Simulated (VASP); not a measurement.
**InAs: how cutoff and mesh change the relaxed cell**

Aim: test the relaxed volume of InAs against cutoff and mesh. The starting structure is a measured crystal structure from the Crystallography Open Database. The first relaxation on each setting starts from this cell expanded by 3 % in volume.

Program: VASP 6.6.1. Level of theory: Kohn-Sham DFT with plane waves and PAW; PBEsol. Results are calculated unless marked as measured.

## 1. The structure

It takes space group F-43m (No. 216, cubic). Conventional cell: a = 6.058 Å, b = 6.058 Å, c = 6.058 Å, α = 90.00°, β = 90.00°, γ = 90.00°. Nearest to In lie 4 As at 2.62 Å. Nearest to As lie 4 In at 2.62 Å. Farther neighbours are not listed.

As a file:

```cif
data_structure
_symmetry_space_group_name_H-M 'P 1'
_symmetry_Int_Tables_number 1
_cell_length_a 4.2837
_cell_length_b 4.2837
_cell_length_c 4.2837
_cell_angle_alpha 60.000
_cell_angle_beta 60.000
_cell_angle_gamma 60.000
_cell_volume 55.58
loop_
_atom_site_label
_atom_site_type_symbol
_atom_site_fract_x
_atom_site_fract_y
_atom_site_fract_z
_atom_site_occupancy
In1 In 0.00000 0.00000 0.00000 1
As2 As 0.75000 0.75000 0.75000 1
```

## 2. Reference relaxation

INCAR reads:

```
SYSTEM = InAs
PREC = Accurate
ENCUT = 450
EDIFF = 1E-06
NELM = 100
ISMEAR = 0
SIGMA = 0.05
LREAL = .FALSE.
ALGO = Normal
GGA = PS
NBANDS = 15
LORBIT = 11
LWAVE = .FALSE.
LCHARG = .FALSE.
KPAR = 8
IBRION = 2
NSW = 50
ISIF = 3
EDIFFG = -0.006
```

POSCAR reads:

```
InAs
1.0
    0.0000000000      3.0589920495      3.0589920495
    3.0589920495      0.0000000000      3.0589920495
    3.0589920495      3.0589920495      0.0000000000
In As
1 1
Direct
    0.0000000000      0.0000000000      0.0000000000
    0.7500000000      0.7500000000      0.7500000000
```

KPOINTS reads:

```
Automatic mesh
0
Gamma
10 10 10
0 0 0
```

The projector-augmented-wave data sets are In_d and As (PBE family, release 64).

Command:

```sh
$ mpirun -np 8 vasp_std
```

Output:

```text
[banner, memory and clock lines left out]
running    8 mpi-ranks, on    1 nodes
 distrk:  each k-point on    1 cores,    8 groups
 distr:  one band on    1 cores,    1 groups

 POSCAR found type information on POSCAR InAs
 POSCAR found :  2 types and       2 ions
|                                                                             |
|           W    W    AA    RRRRR   N    N  II  N    N   GGGG   !!!           |
|           W    W   A  A   R    R  NN   N  II  NN   N  G    G  !!!           |
|           W    W  A    A  R    R  N N  N  II  N N  N  G       !!!           |
|           W WW W  AAAAAA  RRRRR   N  N N  II  N  N N  G  GGG   !            |
|           WW  WW  A    A  R   R   N   NN  II  N   NN  G    G                |
|           W    W  A    A  R    R  N    N  II  N    N   GGGG   !!!           |
|                                                                             |
|     For optimal performance we recommend to set                             |
|       NCORE = 2 up to number-of-cores-per-socket                            |
|     NCORE specifies how many cores store one orbital (NPAR=cpu/NCORE).      |
|     This setting can greatly improve the performance of VASP for DFT.       |
|     The default, NCORE=1 might be grossly inefficient on modern             |
|     multi-core architectures or massively parallel machines. Do your        |
|     Unfortunately you need to use the default for GW and RPA                |
|     calculations (for HF NCORE is supported but not extensively tested      |
|     yet).                                                                   |
|                                                                             |

|                                                                             |
|               ----> ADVICE to this user running VASP <----                  |
|                                                                             |
|     You enforced a specific xc type in the INCAR file but a different       |
|     [... a line on the potential file left out ...]
|     I HOPE YOU KNOW WHAT YOU ARE DOING!                                     |
|                                                                             |

 LDA part: xc-table for (Slater+PW92), standard interpolation
 POSCAR, INCAR and KPOINTS ok, starting setup
 FFT: planning ... GRIDC
 FFT: planning ... GRID_SOFT
 FFT: planning ... GRID
 WAVECAR not read
 entering main loop
       N       E                     dE             d eps       ncg     rms          rms(c)
DAV:   1     0.106566388181E+03    0.10657E+03   -0.77732E+03  1417   0.116E+03
DAV:   2    -0.126518016230E+01   -0.10783E+03   -0.10343E+03  1508   0.285E+02
DAV:   3    -0.858804220991E+01   -0.73229E+01   -0.72864E+01  1858   0.773E+01
DAV:   4    -0.876547821923E+01   -0.17744E+00   -0.17739E+00  1722   0.136E+01
DAV:   5    -0.877390246196E+01   -0.84242E-02   -0.84241E-02  2167   0.252E+00    0.420E+00
DAV:   6    -0.851750949086E+01    0.25639E+00   -0.39637E-01  2238   0.116E+01    0.230E+00
DAV:   7    -0.848841648389E+01    0.29093E-01   -0.10414E-01  1994   0.325E+00    0.672E-01
DAV:   8    -0.848691800390E+01    0.14985E-02   -0.11916E-02  1812   0.132E+00    0.178E-01
DAV:   9    -0.848717160823E+01   -0.25360E-03   -0.85234E-04  1769   0.284E-01    0.104E-01
DAV:  10    -0.848723907710E+01   -0.67469E-04   -0.11321E-04  2097   0.148E-01    0.622E-02
DAV:  11    -0.848725895004E+01   -0.19873E-04   -0.53939E-05  1606   0.100E-01    0.456E-02
DAV:  12    -0.848725915050E+01   -0.20046E-06   -0.50891E-06  1622   0.230E-02
   1 F= -.84872592E+01 E0= -.84872205E+01  d E =-.848726E+01
 curvature:   0.00 expect dE= 0.000E+00 dE for cont linesearch  0.000E+00
 trial: gam= 0.00000 g(F)=  0.447E-47 g(S)=  0.461E-02 ort = 0.000E+00 (trialstep = 0.100E+01)
 search vector abs. value=  0.461E-02
 bond charge predicted
       N       E                     dE             d eps       ncg     rms          rms(c)
DAV:   1    -0.854378937151E+01   -0.56530E-01   -0.12768E+00  1788   0.215E+01    0.153E+00
DAV:   2    -0.849643291157E+01    0.47356E-01   -0.95125E-02  1753   0.735E+00    0.529E-01
DAV:   3    -0.848881292292E+01    0.76200E-02   -0.21183E-02  1830   0.304E+00    0.311E-01
DAV:   4    -0.848876356149E+01    0.49361E-04   -0.96902E-04  1522   0.278E-01    0.222E-01
DAV:   5    -0.848864240758E+01    0.12115E-03   -0.11104E-04  1680   0.984E-02    0.869E-02
DAV:   6    -0.848863995597E+01    0.24516E-05   -0.41889E-05  2178   0.747E-02    0.142E-02
DAV:   7    -0.848863772509E+01    0.22309E-05   -0.47068E-06  1768   0.345E-02    0.245E-03
DAV:   8    -0.848863776086E+01   -0.35765E-07   -0.57061E-07   873   0.169E-02
   2 F= -.84886378E+01 E0= -.84885991E+01  d E =-.137861E-02
 trial-energy change:   -0.001379  1 .order   -0.001317   -0.004609    0.001975
 step:   0.7116(harm=  0.7000)  dis= 0.00000  next Energy=    -8.488921 (dE=-0.166E-02)
 bond charge predicted
       N       E                     dE             d eps       ncg     rms          rms(c)
DAV:   1    -0.849346443865E+01   -0.48267E-02   -0.10842E-01  1788   0.644E+00    0.428E-01
DAV:   2    -0.848959614670E+01    0.38683E-02   -0.76272E-03  1753   0.200E+00    0.155E-01
DAV:   3    -0.848893609372E+01    0.66005E-03   -0.18930E-03  1823   0.901E-01    0.863E-02
DAV:   4    -0.848893109718E+01    0.49965E-05   -0.86224E-05  1515   0.849E-02    0.627E-02
DAV:   5    -0.848891503643E+01    0.16061E-04   -0.88422E-06  1653   0.272E-02    0.272E-02
DAV:   6    -0.848891120775E+01    0.38287E-05   -0.39859E-06  2164   0.211E-02    0.417E-03
DAV:   7    -0.848891164425E+01   -0.43650E-06   -0.37858E-07   810   0.107E-02
   3 F= -.84889116E+01 E0= -.84888730E+01  d E =-.165249E-02
 curvature:  -0.35 expect dE=-0.443E-06 dE for cont linesearch -0.443E-06
 trial: gam= 0.00000 g(F)=  0.136E-48 g(S)=  0.127E-05 ort =-0.765E-04 (trialstep = 0.942E+00)
 search vector abs. value=  0.127E-05
 reached required accuracy - stopping structural energy minimisation
```

Wall time 8 s (8 MPI ranks of Intel Xeon 6975P-C (Granite Rapids), shared host); peak memory 1.6 GiB; 50 s of CPU time.

The logs omit lines about the potential files and the build; timing stands in the text.

Parts of OUTCAR (step 2):

```text
ion  position               nearest neighbor table
   1  0.000  0.000  0.000-   2 2.65   2 2.65   2 2.65   2 2.65
   2  0.750  0.750  0.750-   1 2.65   1 2.65   1 2.65   1 2.65

  LATTYP: Found a face centered cubic cell.
 ALAT       =     6.1179840990

 Subroutine GETGRP returns: Found 24 space group operations
 (whereof 24 operations were pure point group operations)

The static configuration has the point symmetry T_d .

 Found     47 irreducible k-points:

   k-points           NKPTS =     47   k-points in BZ     NKDIM =     47   number of bands    NBANDS=     15

   dimension x,y,z NGX =    30 NGY =   30 NGZ =   30
   dimension x,y,z NGXF=    60 NGYF=   60 NGZF=   60

   ENCUT  =  450.0 eV  33.07 Ry    5.75 a.u.   7.48  7.48  7.48*2*pi/ulx,y,z

   NELECT =      18.0000    total number of electrons

 k-points in reciprocal lattice and weights: Automatic mesh
   0.00000000  0.00000000  0.00000000       0.001
   0.10000000  0.00000000  0.00000000       0.008
   0.20000000  0.00000000  0.00000000       0.008
   0.30000000  0.00000000  0.00000000       0.008
   0.40000000  0.00000000  0.00000000       0.008
   0.50000000  0.00000000  0.00000000       0.004
   0.10000000  0.10000000  0.00000000       0.006
   0.20000000  0.10000000  0.00000000       0.024
   0.30000000  0.10000000  0.00000000       0.024
[...]
-0.30000000  0.40000000  0.20000000       0.024
  -0.30000000  0.50000000  0.20000000       0.012

 average (electrostatic) potential at core
       1 -96.6224       2 -49.7040

 E-fermi :   4.1690

 k-point     1 :       0.0000    0.0000    0.0000
  band No.  band energies     occupation
    ...
      6      -7.5967      2.00000
      7       3.7596      2.00000
      8       4.1537      1.33372
      9       4.1537      1.33372
     10       4.1537      1.33372
     11       7.9990      0.00000
     12       7.9990      0.00000
     13       7.9990      0.00000
     14      11.4027      0.00000
     15      13.7615      0.00000

 k-point     2 :       0.1000    0.0000    0.0000
  band No.  band energies     occupation
    ...
      5     -10.0172      2.00000
      6      -7.4957      2.00000
      7       2.5720      2.00000
      8       4.0283      1.99993
      9       4.0283      1.99993
     10       4.9859      0.00000
     11       8.0426      0.00000
     12       8.1842      0.00000
     13       8.1842      0.00000
     14      12.0012      0.00000
    ...

 k-point     3 :       0.2000    0.0000    0.0000
  band No.  band energies     occupation
    ...
      5     -10.0167      2.00000
      6      -7.2094      2.00000
      7       1.1387      2.00000
      8       3.7464      2.00000
      9       3.7464      2.00000
     10       5.3062      0.00000
     11       8.5569      0.00000
     12       8.5569      0.00000
     13       8.6361      0.00000
     14      12.5025      0.00000
    ...

  Total        0.0041864      0.0041864      0.0041864     -0.0000000      0.0000000     -0.0000000
  in kB        0.1186973      0.1186973      0.1186973     -0.0000000      0.0000000     -0.0000000
  external PRESSURE =       0.1186973 kB  Pullay stress =       0.0000000 kB

  energy-cutoff  :      450.00
  volume of cell :       56.51
      direct lattice vectors                 reciprocal lattice vectors
     0.000000000  3.045741803  3.045741803    -0.164163620  0.164163620  0.164163620
     3.045741803  0.000000000  3.045741803     0.164163620 -0.164163620  0.164163620
     3.045741803  3.045741803 -0.000000000     0.164163620  0.164163620 -0.164163620

 POSITION                                       TOTAL-FORCE (eV/Angst)
 -----------------------------------------------------------------------------------
      0.00000      0.00000      0.00000         0.000000      0.000000      0.000000
      4.56861      4.56861      4.56861        -0.000000     -0.000000     -0.000000
 -----------------------------------------------------------------------------------
    total drift:                               -0.000000     -0.000000     -0.000000

  FREE ENERGIE OF THE ION-ELECTRON SYSTEM (eV)
  ---------------------------------------------------
  free  energy   TOTEN  =        -8.4889116443 eV

  energy  without entropy=       -8.4888343563  energy(sigma->0) =       -8.48887300

 reached required accuracy - stopping structural energy minimisation

 total charge
# of ion       s       p       d       tot
------------------------------------------
    1        0.849   0.716   9.886  11.451
    2        1.225   1.546   0.021   2.793
--------------------------------------------------
tot          2.074   2.263   9.907  14.244

[... 3 further parts left out ...]
```

The PAW data sets were made with PBE, which is usual practice but a small mismatch for other functionals. The run keeps the 24 symmetry operations of its start, so it cannot find a distortion of lower symmetry.

The reference relaxation ends at 28.254 Å³ an atom. Pressures at 0.985 and 1.015 times this volume, from two more relaxations that aren't shown, give a bulk modulus of 55.8 GPa.

## 3. Relaxation with a cutoff of 240 eV

Against step 2 the input has ENCUT = 240. This run starts from the cell of an earlier relaxation, which isn't shown; the restart sets up the plane waves anew.

INCAR, as its differences from that of step 2:

```diff
@@ -2,3 +2,3 @@
 PREC = Accurate
-ENCUT = 450
+ENCUT = 240
 EDIFF = 1E-06
```

POSCAR reads:

```
InAs
1.0
    0.0000000000      3.0393743039      3.0393743039
    3.0393743039      0.0000000000      3.0393743039
    3.0393743039      3.0393743039      0.0000000000
In As
1 1
Direct
    0.0000000000      0.0000000000      0.0000000000
    0.7500000000      0.7500000000      0.7500000000
```

KPOINTS is that of step 2.

Command:

```sh
$ mpirun -np 8 vasp_std
```

Output:

```text
[banner, memory and clock lines left out]
running    8 mpi-ranks, on    1 nodes
[...]
[... a notice as in an earlier step ...]

 [... a notice as in an earlier step ...]

 LDA part: xc-table for (Slater+PW92), standard interpolation
 POSCAR, INCAR and KPOINTS ok, starting setup
[...]
entering main loop
       N       E                     dE             d eps       ncg     rms          rms(c)
DAV:   1     0.824387482789E+02    0.82439E+02   -0.55670E+03  1456   0.713E+02
DAV:   2    -0.463226436186E+01   -0.87071E+02   -0.84740E+02  1585   0.216E+02
DAV:   3    -0.870806423966E+01   -0.40758E+01   -0.40653E+01  1781   0.519E+01
DAV:   4    -0.877459625130E+01   -0.66532E-01   -0.66522E-01  1861   0.750E+00
[...]
DAV:  10    -0.848495956617E+01   -0.79006E-04   -0.11674E-04  1836   0.158E-01    0.553E-02
DAV:  11    -0.848498337830E+01   -0.23812E-04   -0.45174E-05  1585   0.832E-02    0.258E-02
DAV:  12    -0.848498278726E+01    0.59104E-06   -0.34829E-06  1683   0.189E-02
[...]
DAV:   4    -0.848501794574E+01    0.16806E-05   -0.32155E-05  1557   0.472E-02    0.474E-02
DAV:   5    -0.848501502435E+01    0.29214E-05   -0.55260E-06  1615   0.202E-02    0.154E-02
DAV:   6    -0.848501593309E+01   -0.90874E-06   -0.12868E-06  1420   0.127E-02
   2 F= -.84850159E+01 E0= -.84849773E+01  d E =-.331458E-04
 trial-energy change:   -0.000033  1 .order   -0.000030   -0.000213    0.000153
 step:   0.5818(harm=  0.5818)  dis= 0.00000  next Energy=    -8.485045 (dE=-0.620E-04)
[...]
N       E                     dE             d eps       ncg     rms          rms(c)
DAV:   1    -0.848548272798E+01   -0.46770E-03   -0.10086E-02  1781   0.176E+00    0.131E-01
DAV:   2    -0.848511338008E+01    0.36935E-03   -0.65362E-04  1746   0.524E-01    0.477E-02
DAV:   3    -0.848504904385E+01    0.64336E-04   -0.17181E-04  1802   0.244E-01    0.267E-02
DAV:   4    -0.848504780041E+01    0.12434E-05   -0.55877E-06  1522   0.198E-02    0.197E-02
DAV:   5    -0.848504568679E+01    0.21136E-05   -0.83622E-07  1112   0.812E-03    0.595E-03
DAV:   6    -0.848504512168E+01    0.56511E-06   -0.35679E-07   775   0.559E-03
   3 F= -.84850451E+01 E0= -.84850065E+01  d E =-.623344E-04
[...]
reached required accuracy - stopping structural energy minimisation
```

Elapsed: 2.8 s, on 8 MPI ranks; peak memory 1.2 GiB.

Parts of OUTCAR (step 3):

```text
  Total        0.0006264      0.0006264      0.0006264      0.0000000     -0.0000000     -0.0000000
  in kB        0.0179134      0.0179134      0.0179134      0.0000000     -0.0000000     -0.0000000
  external PRESSURE =       0.0179134 kB  Pullay stress =       0.0000000 kB

 POSITION                                       TOTAL-FORCE (eV/Angst)
 -----------------------------------------------------------------------------------
      0.00000      0.00000      0.00000        -0.000000     -0.000000     -0.000000
      4.55559      4.55559      4.55559         0.000000      0.000000      0.000000
 -----------------------------------------------------------------------------------
    total drift:                               -0.000001     -0.000001     -0.000000

  FREE ENERGIE OF THE ION-ELECTRON SYSTEM (eV)
  ---------------------------------------------------
  free  energy   TOTEN  =        -8.4850451217 eV

  energy  without entropy=       -8.4849678739  energy(sigma->0) =       -8.48500650

[... 2 parts as in an earlier step ...]

[... 2 further parts left out ...]
[key lines of the parts left out:]
E-fermi :   4.2556
```

With a cutoff of 240 eV the cell ends at 28.013 Å³ an atom, -0.85 % from the reference; the bulk modulus is 57.0 GPa against 55.8 GPa.

## 4. Relaxation with a 5×5×5 mesh

Against step 2 the input has a 5×5×5 mesh.

INCAR, as its differences from that of step 3:

```diff
@@ -2,3 +2,3 @@
 PREC = Accurate
-ENCUT = 240
+ENCUT = 450
 EDIFF = 1E-06
```

POSCAR reads:

```
InAs
1.0
    0.0000000000      3.0589920495      3.0589920495
    3.0589920495      0.0000000000      3.0589920495
    3.0589920495      3.0589920495      0.0000000000
In As
1 1
Direct
    0.0000000000      0.0000000000      0.0000000000
    0.7500000000      0.7500000000      0.7500000000
```

KPOINTS reads:

```
Automatic mesh
0
Gamma
5 5 5
0 0 0
```

Command:

```sh
$ mpirun -np 8 vasp_std
```

Output:

```text
[... set-up lines as in an earlier step ...]
 entering main loop
       N       E                     dE             d eps       ncg     rms          rms(c)
DAV:   1     0.105167551578E+03    0.10517E+03   -0.76474E+03   300   0.115E+03
DAV:   2    -0.209824920433E+01   -0.10727E+03   -0.10362E+03   314   0.279E+02
DAV:   3    -0.856743991217E+01   -0.64692E+01   -0.64350E+01   398   0.716E+01
DAV:   4    -0.872752721770E+01   -0.16009E+00   -0.16003E+00   358   0.131E+01
[...]
DAV:  10    -0.843985946959E+01   -0.82107E-04   -0.12557E-04   417   0.158E-01    0.655E-02
DAV:  11    -0.843988195014E+01   -0.22481E-04   -0.63552E-05   321   0.108E-01    0.499E-02
DAV:  12    -0.843988222218E+01   -0.27204E-06   -0.60889E-06   356   0.266E-02
   1 F= -.84398822E+01 E0= -.84395737E+01  d E =-.843988E+01
[...]
N       E                     dE             d eps       ncg     rms          rms(c)
DAV:   1    -0.847101791331E+01   -0.31136E-01   -0.70882E-01   377   0.160E+01    0.113E+00
[...]
DAV:   7    -0.844063801760E+01    0.16176E-05   -0.26922E-06   349   0.264E-02    0.193E-03
DAV:   8    -0.844063805726E+01   -0.39659E-07   -0.33887E-07   199   0.128E-02
   2 F= -.84406381E+01 E0= -.84403295E+01  d E =-.755835E-03
 trial-energy change:   -0.000756  1 .order   -0.000725   -0.002551    0.001100
 step:   0.7090(harm=  0.6987)  dis= 0.00000  next Energy=    -8.440797 (dE=-0.915E-03)
[...]
N       E                     dE             d eps       ncg     rms          rms(c)
DAV:   1    -0.844334882311E+01   -0.27108E-02   -0.60916E-02   377   0.481E+00    0.321E-01
DAV:   2    -0.844117670984E+01    0.21721E-02   -0.42993E-03   370   0.150E+00    0.116E-01
DAV:   3    -0.844080538156E+01    0.37133E-03   -0.10630E-03   370   0.673E-01    0.650E-02
DAV:   4    -0.844080214637E+01    0.32352E-05   -0.47979E-05   300   0.633E-02    0.473E-02
DAV:   5    -0.844079233175E+01    0.98146E-05   -0.51347E-06   331   0.201E-02    0.203E-02
DAV:   6    -0.844078976284E+01    0.25689E-05   -0.21560E-06   384   0.159E-02    0.339E-03
DAV:   7    -0.844079007947E+01   -0.31664E-06   -0.21576E-07   157   0.776E-03
   3 F= -.84407901E+01 E0= -.84404816E+01  d E =-.907857E-03
[...]
reached required accuracy - stopping structural energy minimisation
```

It took 4 s on 8 MPI ranks; peak memory 1.3 GiB; 27 s of CPU time.

OUTCAR, selected parts (step 4):

```text
  Total        0.0029620      0.0029620      0.0029620      0.0000000      0.0000000     -0.0000000
  in kB        0.0836978      0.0836978      0.0836978      0.0000000      0.0000000     -0.0000000
  external PRESSURE =       0.0836978 kB  Pullay stress =       0.0000000 kB

 POSITION                                       TOTAL-FORCE (eV/Angst)
 -----------------------------------------------------------------------------------
      0.00000      0.00000      0.00000        -0.000000     -0.000000     -0.000000
      4.57375      4.57375      4.57375         0.000000      0.000000      0.000000
 -----------------------------------------------------------------------------------
    total drift:                               -0.000000     -0.000000     -0.000000

  FREE ENERGIE OF THE ION-ELECTRON SYSTEM (eV)
  ---------------------------------------------------
  free  energy   TOTEN  =        -8.4407900795 eV

  energy  without entropy=       -8.4401730302  energy(sigma->0) =       -8.44048155

[... 1 part as in an earlier step ...]

[... 3 further parts left out ...]
[key lines of the parts left out:]
E-fermi :   4.1539
```

With a 5×5×5 mesh the cell ends at 28.349 Å³ an atom, +0.34 % from the reference; the bulk modulus is 55.6 GPa against 55.8 GPa.

(Continued in part 2 of 2.)

[Lines on the potential files, build, host, timing and source positions are cut from VASP's logs without a mark.]

[Logs are printed without paths, hosts, clocks, repeated set-up lines and the standing remarks that a program may print on its own settings, such as how far it seeks lower states.]

[Hosts, paths, dates, database ids (printed as entryN), source tags and the programs' standing remarks are cut or masked in the printed files.]
